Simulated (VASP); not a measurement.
Input:

```
TiSi
1.0
    3.11282     0.00000     0.00000
    0.00000     3.11282     0.00000
    0.00000     0.00000     3.11282
Ti Si
1 1
Cartesian
  0.00000   0.00000   0.00000
  1.55641   1.55641   1.55641
```

These are r2SCAN meta-GGA, VASP's PBE PAW potentials (set 64) (plane waves; VASP) values and carry that method's errors. Run with 400 eV cut-off, 11×11×11 Γ-centred mesh, first-order Methfessel-Paxton smearing of 0.10 eV, potentials Ti_sv Si.

**Question.** The ions, cell shape and volume are relaxed. What does this cell relax into?

**Answer.** 
```
TiSi
1.0
    3.10135     0.00000     0.00000
    0.00000     3.10135     0.00000
    0.00000     0.00000     3.10135
Ti Si
1 1
Direct
  0.00000   0.00000   0.00000
  0.50000   0.50000   0.50000
```
Space group Pm-3m (221), at a tolerance of 0.03 Å.

**Question.** How do energy and volume change from the first to the last step?

**Answer.** The energy (σ→0) changes by -0.7 meV/atom and the volume by -1.1 %, in 3 ionic steps.

```csv
step,E(σ→0) (eV),max force (eV/Å),pressure (GPa),volume (Å³)
1,-22.1532,0.000,-1.37,30.16
2,-22.1539,0.000,0.95,29.60
3,-22.1547,0.000,0.00,29.83
```

The structure was generated: TiSi was put into the CsCl type (Pm-3m), which need not be its known phase. This run relaxes it. Symmetry was kept, so distortions that lower it aren't found.
